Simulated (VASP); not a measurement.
## Barium: convergence with the PAW data sets and k-mesh

Aim: find what the PAW data sets and k-mesh change for Barium, and what they cost. The series runs use PBE. The PAW data sets tried: minimal 64: Ba_sv; recommended 54: Ba_sv; gw 64: Ba_sv_GW. The k-mesh tried: 2 2 2; 3 3 3; 4 4 4; 6 6 6; 8 8 8; 9 9 9; 12 12 12. The start is a cell from a database of measured crystal structures.

Method: PBE; plane waves and PAW (Ba_sv), in the first sound run; inputs show where later runs differ, in VASP 6.6.1.

The database entry behind the starting cell differs from later determinations by our own check (0.1 to 0.3 % short, probably kX units), so it need not match the best structure at ambient conditions.

## 1. The structure

The structure is cubic, space group Im-3m (No. 229). Conventional cell: a = 5.013 Å, b = 5.013 Å, c = 5.013 Å, α = 90.00°, β = 90.00°, γ = 90.00°. Nearest to Ba lie 8 Ba at 4.34 Å.

## 2. PAW data sets: minimal 64: Ba sv

Data sets differ in which electrons are valence and how hard the partial waves are. PBE, the usual starting point, adds the gradient of the density.

File INCAR:

```
SYSTEM = Ba
PREC = Accurate
ENCUT = 400
EDIFF = 1E-06
NELM = 100
ISMEAR = -1
SIGMA = 0.05
LREAL = .FALSE.
ALGO = Normal
GGA = PE
NBANDS = 11
LORBIT = 11
LWAVE = .FALSE.
LCHARG = .FALSE.
KPAR = 2
ISIF = 2
```

File POSCAR:

```
Ba
1.0
   -2.5065000000      2.5065000000      2.5065000000
    2.5065000000     -2.5065000000      2.5065000000
    2.5065000000      2.5065000000     -2.5065000000
Ba
1
Direct
    0.0000000000      0.0000000000      0.0000000000
```

File KPOINTS:

```
Automatic mesh
0
Gamma
6 6 6
0 0 0
```

The projector-augmented-wave data sets are Ba_sv (PBE family, release 64).

Started as:

```bash
mpirun -np 2 vasp_std
```

Output:

```text
[banner, memory and clock lines left out]
running    2 mpi-ranks, on    1 nodes
 distrk:  each k-point on    1 cores,    2 groups
 distr:  one band on    1 cores,    1 groups

 POSCAR found type information on POSCAR Ba
 POSCAR found :  1 types and       1 ions
 LDA part: xc-table for (Slater+PW92), standard interpolation
 POSCAR, INCAR and KPOINTS ok, starting setup
 FFT: planning ... GRIDC
 FFT: planning ... GRID_SOFT
 FFT: planning ... GRID
 WAVECAR not read
 entering main loop
       N       E                     dE             d eps       ncg     rms          rms(c)
DAV:   1     0.522587318489E+02    0.52259E+02   -0.35990E+03   360   0.590E+02
DAV:   2     0.546872822357E+00   -0.51712E+02   -0.50737E+02   440   0.128E+02
DAV:   3    -0.183994033790E+01   -0.23868E+01   -0.23760E+01   447   0.283E+01
DAV:   4    -0.190322453764E+01   -0.63284E-01   -0.63156E-01   480   0.447E+00
DAV:   5    -0.190515043619E+01   -0.19259E-02   -0.19256E-02   444   0.588E-01    0.162E+00
DAV:   6    -0.190518665510E+01   -0.36219E-04   -0.37119E-03   439   0.539E-01    0.964E-01
DAV:   7    -0.190594024546E+01   -0.75359E-03   -0.61869E-03   394   0.779E-01    0.443E-02
DAV:   8    -0.190614443274E+01   -0.20419E-03   -0.36538E-04   531   0.107E-01    0.362E-02
DAV:   9    -0.190615549524E+01   -0.11062E-04   -0.81876E-06   420   0.247E-02    0.581E-03
DAV:  10    -0.190615680561E+01   -0.13104E-05   -0.43192E-06   422   0.125E-02    0.187E-03
DAV:  11    -0.190615685336E+01   -0.47747E-07   -0.54301E-07   241   0.639E-03
   1 F= -.19061569E+01 E0= -.18992433E+01  d E =-.138272E-01
```

It took 7 s on 2 MPI ranks of Intel Xeon Platinum 8375C at 2.90GHz (Ice Lake), shared host; peak memory 0.28 GiB.

The logs omit lines about the potential files and the build; timing stands in the text.

Parts of OUTCAR (step 2):

```text
ion  position               nearest neighbor table
   1  0.000  0.000  0.000-

  LATTYP: Found a body centered cubic cell.
 ALAT       =     5.0130000000

 Subroutine GETGRP returns: Found 48 space group operations
 (whereof 48 operations were pure point group operations)

The static configuration has the point symmetry O_h .

 Found     16 irreducible k-points:

   k-points           NKPTS =     16   k-points in BZ     NKDIM =     16   number of bands    NBANDS=     11

   dimension x,y,z NGX =    28 NGY =   28 NGZ =   28
   dimension x,y,z NGXF=    56 NGYF=   56 NGZF=   56

   ENCUT  =  400.0 eV  29.40 Ry    5.42 a.u.   7.08  7.08  7.08*2*pi/ulx,y,z

   NELECT =      10.0000    total number of electrons

 k-points in reciprocal lattice and weights: Automatic mesh
   0.00000000  0.00000000  0.00000000       0.005
   0.16666667  0.00000000  0.00000000       0.056
   0.33333333  0.00000000  0.00000000       0.056
   0.50000000  0.00000000  0.00000000       0.028
   0.16666667  0.16666667  0.00000000       0.111
   0.33333333  0.16666667 -0.00000000       0.222
   0.33333333  0.33333333  0.00000000       0.037
   0.16666667  0.16666667  0.16666667       0.037
   0.33333333  0.16666667  0.16666667       0.056
[...]
0.50000000  0.50000000  0.33333333       0.056
   0.50000000  0.50000000  0.50000000       0.005

 average (electrostatic) potential at core
       1 -39.4290

 E-fermi :   1.6760

 k-point     1 :       0.0000    0.0000    0.0000
  band No.  band energies     occupation
      1     -27.2411      2.00000
      2     -12.1902      2.00000
      3     -12.1902      2.00000
      4     -12.1902      2.00000
      5      -1.1043      2.00000
      6       3.4775      0.00000
      7       3.4775      0.00000
      8       3.4775      0.00000
      9       4.8764      0.00000
     10       4.8764      0.00000
    ...

 k-point     2 :       0.1667    0.0000    0.0000
  band No.  band energies     occupation
      1     -27.2303      2.00000
      2     -12.3118      2.00000
      3     -12.2279      2.00000
      4     -12.1909      2.00000
      5      -0.6094      2.00000
      6       3.1116      0.00000
      7       3.1707      0.00000
      8       4.0006      0.00000
      9       4.5426      0.00000
     10       4.8703      0.00000
    ...

 k-point     3 :       0.3333    0.0000    0.0000
  band No.  band energies     occupation
      1     -27.2087      2.00000
      2     -12.5412      2.00000
      3     -12.3017      2.00000
      4     -12.1925      2.00000
      5       0.4074      2.00000
      6       2.5610      0.00000
      7       2.6137      0.00000
      8       4.8135      0.00000
      9       5.0915      0.00000
     10       5.4499      0.00000
    ...

  Total        0.0694446      0.0694446      0.0694446      0.0000000      0.0000000      0.0000000
  in kB        1.7663874      1.7663874      1.7663874      0.0000000      0.0000000      0.0000000
  external PRESSURE =       1.7663874 kB  Pullay stress =       0.0000000 kB

  energy-cutoff  :      400.00
  volume of cell :       62.99
      direct lattice vectors                 reciprocal lattice vectors
    -2.506500000  2.506500000  2.506500000     0.000000000  0.199481348  0.199481348
     2.506500000 -2.506500000  2.506500000     0.199481348  0.000000000  0.199481348
     2.506500000  2.506500000 -2.506500000     0.199481348  0.199481348  0.000000000

 POSITION                                       TOTAL-FORCE (eV/Angst)
 -----------------------------------------------------------------------------------
      0.00000      0.00000      0.00000         0.000000      0.000000      0.000000
 -----------------------------------------------------------------------------------
    total drift:                               -0.000000     -0.000000     -0.000000

  FREE ENERGIE OF THE ION-ELECTRON SYSTEM (eV)
  ---------------------------------------------------
  free  energy   TOTEN  =        -1.9061568534 eV

  energy  without entropy=       -1.8923296508  energy(sigma->0) =       -1.89924325

 total charge
# of ion       s       p       d       tot
------------------------------------------
    1        2.068   5.552   0.272   7.892

[... 3 further parts left out ...]
```

The k-mesh is coarse for a metal.

Numbers from this step:

```
SCF cycles              : 11
electrons               : 10
bands                   : 11
irreducible k-points    : 16
symmetry operations     : 48
free energy (TOTEN)     : -1.906 eV
energy at zero smearing : -1.899 eV
Fermi energy            : 1.676 eV
pressure                : 0.1766 GPa
metallic                : yes
```

The series starts at -1.8992 eV an atom and 0.18 GPa, after 11 cycles in 7 s.

## 3. PAW data sets: recommended 54: Ba sv

INCAR is that of step 2.

POSCAR is that of step 2.

KPOINTS is that of step 2.

Potentials, in the order of the species: Ba_sv (PBE family, release 54).

Started as:

```bash
mpirun -np 2 vasp_std
```

Output:

```text
[... set-up lines as in an earlier step ...]
 entering main loop
       N       E                     dE             d eps       ncg     rms          rms(c)
[... 11 cycles as in an earlier step ...]
   1 F= -.19061569E+01 E0= -.18992433E+01  d E =-.138272E-01
```

Run time: 6.2 s. Hardware: 2 MPI ranks; peak memory 0.27 GiB.

From OUTCAR (step 3):

```text
[... 6 parts as in an earlier step ...]

[... 1 further part left out ...]
[key lines of the parts left out:]
E-fermi :   1.6760
```

With 10 valence electrons the pressure is 0.18 GPa, +0.00 GPa from the first of the series, after 11 cycles in 6.2 s.

## 4. PAW data sets: GW 64: Ba sv GW

This step: PBE; plane waves and PAW (Ba_sv_GW) (VASP 6.6.1).

INCAR is that of step 3.

POSCAR is that of step 3.

KPOINTS is that of step 3.

Potentials, in the order of the species: Ba_sv_GW (PBE family, release 64).

Started as:

```bash
mpirun -np 2 vasp_std
```

Output:

```text
[... set-up lines as in an earlier step ...]
 entering main loop
       N       E                     dE             d eps       ncg     rms          rms(c)
DAV:   1     0.797222299233E+02    0.79722E+02   -0.32534E+03   352   0.606E+02
DAV:   2     0.483538536757E+01   -0.74887E+02   -0.73729E+02   488   0.215E+02
DAV:   3    -0.284232723995E+01   -0.76777E+01   -0.76482E+01   493   0.638E+01
DAV:   4    -0.327386148025E+01   -0.43153E+00   -0.43089E+00   653   0.204E+01
[...]
DAV:   9    -0.323998262638E+01   -0.26205E-04   -0.44466E-05   624   0.647E-02    0.221E-02
DAV:  10    -0.323998603407E+01   -0.34077E-05   -0.52194E-06   600   0.151E-02    0.823E-03
DAV:  11    -0.323998597062E+01    0.63449E-07   -0.42449E-07   376   0.401E-03
   1 F= -.32399860E+01 E0= -.32329422E+01  d E =-.140876E-01
```

The job ended after 7.4 s (2 MPI ranks; peak memory 0.28 GiB).

Parts of OUTCAR (step 4):

```text
  Total       -0.0029043     -0.0029043     -0.0029043      0.0000000      0.0000000      0.0000000
  in kB       -0.0738733     -0.0738733     -0.0738733      0.0000000      0.0000000      0.0000000
  external PRESSURE =      -0.0738733 kB  Pullay stress =       0.0000000 kB

 POSITION                                       TOTAL-FORCE (eV/Angst)
 -----------------------------------------------------------------------------------
      0.00000      0.00000      0.00000         0.000000      0.000000     -0.000000
 -----------------------------------------------------------------------------------
    total drift:                               -0.000000     -0.000000     -0.000000

  FREE ENERGIE OF THE ION-ELECTRON SYSTEM (eV)
  ---------------------------------------------------
  free  energy   TOTEN  =        -3.2399859706 eV

  energy  without entropy=       -3.2258983607  energy(sigma->0) =       -3.23294217

[... 2 parts as in an earlier step ...]

[... 1 further part left out ...]
[key lines of the parts left out:]
E-fermi :   3.3745
```

With 10 valence electrons the pressure is -0.01 GPa, -0.18 GPa from the first of the series, after 11 cycles in 7.4 s.

## 5. The PAW data sets series as a table

This step: convergence of PBE results with the datasets; plane waves and PAW (VASP 6.6.1).

No new run; the numbers come from the runs before.

Results of the series, by row:

```tsv
setting	status	pressure (GPa)	SCF cycles	wall time (s)
minimal 64: Ba_sv, 400 eV	converged	0.1766	11	7
recommended 54: Ba_sv, 400 eV	converged	0.1766	11	6.2
gw 64: Ba_sv_GW, 400 eV	converged	-0.007387	11	7.4
```

## 6. K-mesh: 2 2 2

This step: PBE; plane waves and PAW (Ba_sv) (VASP 6.6.1).

The sum over the zone converges with the mesh, fast for insulators and slowly for metals.

INCAR: that of step 4 with these lines changed.

```diff
@@ -14,3 +14,3 @@
 LCHARG = .FALSE.
-KPAR = 2
+NCORE = 2
 ISIF = 2
```

POSCAR is that of step 4.

File KPOINTS:

```
Automatic mesh
0
Gamma
2 2 2
0 0 0
```

The projector-augmented-wave data sets are Ba_sv (PBE family, release 64).

Started as:

```bash
mpirun -np 2 vasp_std
```

Output:

```text
[banner, memory and clock lines left out]
running    2 mpi-ranks, on    1 nodes
 distrk:  each k-point on    2 cores,    1 groups
 distr:  one band on    2 cores,    1 groups

 POSCAR found type information on POSCAR Ba
 POSCAR found :  1 types and       1 ions
 LDA part: xc-table for (Slater+PW92), standard interpolation
 POSCAR, INCAR and KPOINTS ok, starting setup
 FFT: planning ... GRIDC
 FFT: planning ... GRID_SOFT
 FFT: planning ... GRID
 WAVECAR not read
 entering main loop
       N       E                     dE             d eps       ncg     rms          rms(c)
DAV:   1     0.565420245287E+02    0.56542E+02   -0.40895E+03    66   0.630E+02
DAV:   2    -0.549301723665E+00   -0.57091E+02   -0.56139E+02    89   0.135E+02
DAV:   3    -0.252189603866E+01   -0.19726E+01   -0.19635E+01    78   0.311E+01
DAV:   4    -0.255459211124E+01   -0.32696E-01   -0.32666E-01    96   0.371E+00
DAV:   5    -0.255465093550E+01   -0.58824E-04   -0.58818E-04    75   0.187E-01    0.215E+00
DAV:   6    -0.255228041208E+01    0.23705E-02   -0.39976E-03    80   0.621E-01    0.128E+00
DAV:   7    -0.255109227472E+01    0.11881E-02   -0.85653E-03    72   0.937E-01    0.464E-02
DAV:   8    -0.255125768357E+01   -0.16541E-03   -0.40453E-04    91   0.114E-01    0.263E-02
DAV:   9    -0.255127083575E+01   -0.13152E-04   -0.13146E-05    78   0.256E-02    0.968E-03
DAV:  10    -0.255127221204E+01   -0.13763E-05   -0.17776E-06    91   0.849E-03    0.364E-03
DAV:  11    -0.255127249480E+01   -0.28276E-06   -0.62549E-07    50   0.732E-03
   1 F= -.25512725E+01 E0= -.25423468E+01  d E =-.178515E-01
```

Run time: 3 s. Hardware: 2 MPI ranks; peak memory 0.23 GiB.

Parts of OUTCAR (step 6):

```text
   k-points           NKPTS =      3   k-points in BZ     NKDIM =      3   number of bands    NBANDS=     11

   NELECT =      10.0000    total number of electrons

 E-fermi :   1.1302

 k-point     1 :       0.0000    0.0000    0.0000
  band No.  band energies     occupation
      1     -27.2054      2.00000
      2     -12.1518      2.00000
      3     -12.1518      2.00000
      4     -12.1518      2.00000
      5      -1.0801      2.00000
      6       3.4927      0.00000
      7       3.4927      0.00000
      8       3.4927      0.00000
      9       4.9045      0.00000
     10       4.9045      0.00000
    ...

  Total       -1.6213704     -1.6213704     -1.6213704     -0.0000000     -0.0000000      0.0000000
  in kB      -41.2410492    -41.2410492    -41.2410492     -0.0000000     -0.0000000      0.0000000
  external PRESSURE =     -41.2410492 kB  Pullay stress =       0.0000000 kB

 POSITION                                       TOTAL-FORCE (eV/Angst)
 -----------------------------------------------------------------------------------
      0.00000      0.00000      0.00000        -0.000000      0.000000     -0.000000
 -----------------------------------------------------------------------------------
    total drift:                               -0.000000     -0.000000      0.000000

  FREE ENERGIE OF THE ION-ELECTRON SYSTEM (eV)
  ---------------------------------------------------
  free  energy   TOTEN  =        -2.5512724948 eV

  energy  without entropy=       -2.5334210112  energy(sigma->0) =       -2.54234675

[... 6 parts as in an earlier step ...]

[... 7 further parts left out ...]
```

Harder data sets than Ba_sv exist (the GW ones), and pressures, volumes and forces can shift noticeably with them.

Numbers from this step:

| Quantity | Value |
| --- | --- |
| irreducible k-points | 3 |
| free energy (TOTEN) | -2.551 eV |
| energy at zero smearing | -2.542 eV |
| Fermi energy | 1.130 eV |
| pressure | -4.124 GPa |

The series starts at -2.5423 eV an atom and -4.12 GPa, after 11 cycles in 3 s.

## 7. K-mesh: 3 3 3

INCAR: that of step 6 with these lines changed.

```diff
@@ -14,3 +14,3 @@
 LCHARG = .FALSE.
-NCORE = 2
+KPAR = 2
 ISIF = 2
```

POSCAR is that of step 6.

File KPOINTS:

```
Automatic mesh
0
Gamma
3 3 3
0 0 0
```

Started as:

```bash
mpirun -np 2 vasp_std
```

Output:

```text
[... set-up lines as in an earlier step ...]
 entering main loop
       N       E                     dE             d eps       ncg     rms          rms(c)
DAV:   1     0.465934083932E+02    0.46593E+02   -0.37421E+03    88   0.615E+02
DAV:   2    -0.199554921179E+00   -0.46793E+02   -0.45558E+02   125   0.135E+02
DAV:   3    -0.178035931456E+01   -0.15808E+01   -0.15769E+01    97   0.261E+01
DAV:   4    -0.181671606444E+01   -0.36357E-01   -0.36338E-01   105   0.344E+00
[...]
DAV:   9    -0.181992264724E+01   -0.23899E-04   -0.40216E-05   114   0.495E-02    0.972E-03
DAV:  10    -0.181992544451E+01   -0.27973E-05   -0.13422E-05    97   0.236E-02    0.238E-03
DAV:  11    -0.181992579290E+01   -0.34840E-06   -0.54977E-07    73   0.468E-03
   1 F= -.18199258E+01 E0= -.18037885E+01  d E =-.322745E-01
```

It took 4.2 s on 2 MPI ranks; peak memory 0.27 GiB; 6.7 s of CPU time.

OUTCAR, selected parts (step 7):

```text
  Total       -0.2100581     -0.2100581     -0.2100581     -0.0000000     -0.0000000     -0.0000000
  in kB       -5.3430200     -5.3430200     -5.3430200     -0.0000000     -0.0000000     -0.0000000
  external PRESSURE =      -5.3430200 kB  Pullay stress =       0.0000000 kB

  FREE ENERGIE OF THE ION-ELECTRON SYSTEM (eV)
  ---------------------------------------------------
  free  energy   TOTEN  =        -1.8199257929 eV

  energy  without entropy=       -1.7876512484  energy(sigma->0) =       -1.80378852

[... 2 parts as in an earlier step ...]

[... 2 further parts left out ...]
[key lines of the parts left out:]
E-fermi :   1.7551
```

Against the run before the energy moves by +738.56 meV an atom and the pressure by +3.59 GPa, after 11 cycles in 4.2 s.

## 8. K-mesh: 4 4 4

INCAR is that of step 7.

POSCAR is that of step 7.

File KPOINTS:

```
Automatic mesh
0
Gamma
4 4 4
0 0 0
```

Started as:

```bash
mpirun -np 2 vasp_std
```

Output:

```text
[... set-up lines as in an earlier step ...]
 entering main loop
       N       E                     dE             d eps       ncg     rms          rms(c)
DAV:   1     0.404663847909E+02    0.40466E+02   -0.36146E+03   176   0.597E+02
DAV:   2    -0.243681711999E+00   -0.40710E+02   -0.40063E+02   222   0.120E+02
DAV:   3    -0.186552179253E+01   -0.16218E+01   -0.16129E+01   236   0.244E+01
DAV:   4    -0.190708420451E+01   -0.41562E-01   -0.41550E-01   204   0.371E+00
[...]
DAV:   9    -0.190830717212E+01   -0.95754E-05   -0.48293E-06   206   0.180E-02    0.645E-03
DAV:  10    -0.190830879003E+01   -0.16179E-05   -0.32155E-06   188   0.116E-02    0.164E-03
DAV:  11    -0.190830879573E+01   -0.57058E-08   -0.44409E-07   124   0.554E-03
   1 F= -.19083088E+01 E0= -.19052858E+01  d E =-.604597E-02
```

The job ended after 5.2 s (2 MPI ranks; peak memory 0.27 GiB; 8.7 s of CPU time).

From OUTCAR (step 8):

```text
  Total        0.1224843      0.1224843      0.1224843      0.0000000      0.0000000      0.0000000
  in kB        3.1155006      3.1155006      3.1155006      0.0000000      0.0000000      0.0000000
  external PRESSURE =       3.1155006 kB  Pullay stress =       0.0000000 kB

 POSITION                                       TOTAL-FORCE (eV/Angst)
 -----------------------------------------------------------------------------------
      0.00000      0.00000      0.00000         0.000000     -0.000000     -0.000000
 -----------------------------------------------------------------------------------
    total drift:                               -0.000000     -0.000000     -0.000000

  FREE ENERGIE OF THE ION-ELECTRON SYSTEM (eV)
  ---------------------------------------------------
  free  energy   TOTEN  =        -1.9083087957 eV

  energy  without entropy=       -1.9022628222  energy(sigma->0) =       -1.90528581

[... 1 part as in an earlier step ...]

[... 2 further parts left out ...]
[key lines of the parts left out:]
E-fermi :   1.7007
```

Against the run before the energy moves by -101.50 meV an atom and the pressure by +0.85 GPa, after 11 cycles in 5.2 s.

## 9. K-mesh: 6 6 6

INCAR is that of step 8.

POSCAR is that of step 8.

File KPOINTS:

```
Automatic mesh
0
Gamma
6 6 6
0 0 0
```

Started as:

```bash
mpirun -np 2 vasp_std
```

Output:

```text
[... set-up lines as in an earlier step ...]
 entering main loop
       N       E                     dE             d eps       ncg     rms          rms(c)
[... 11 cycles as in an earlier step ...]
   1 F= -.19061569E+01 E0= -.18992433E+01  d E =-.138272E-01
```

Wall time 7.4 s (2 MPI ranks); peak memory 0.28 GiB; 13 s of CPU time.

OUTCAR, selected parts (step 9):

```text
[... 6 parts as in an earlier step ...]

[... 1 further part left out ...]
[key lines of the parts left out:]
E-fermi :   1.6760
```

Against the run before the energy moves by +6.04 meV an atom and the pressure by -0.13 GPa, after 11 cycles in 7.4 s.

[end of part 1 of 2]

[Lines on the potential files, build, host, timing and source positions are cut from VASP's logs without a mark.]

[Logs are printed without paths, hosts, clocks, repeated set-up lines and the standing remarks that a program may print on its own settings, such as how far it seeks lower states.]

[Hosts, paths, dates, database ids (printed as entryN), source tags and the programs' standing remarks are cut or masked in the printed files.]

[A measured line is paired with the nearest computed mode of its activity, which favours agreement.]
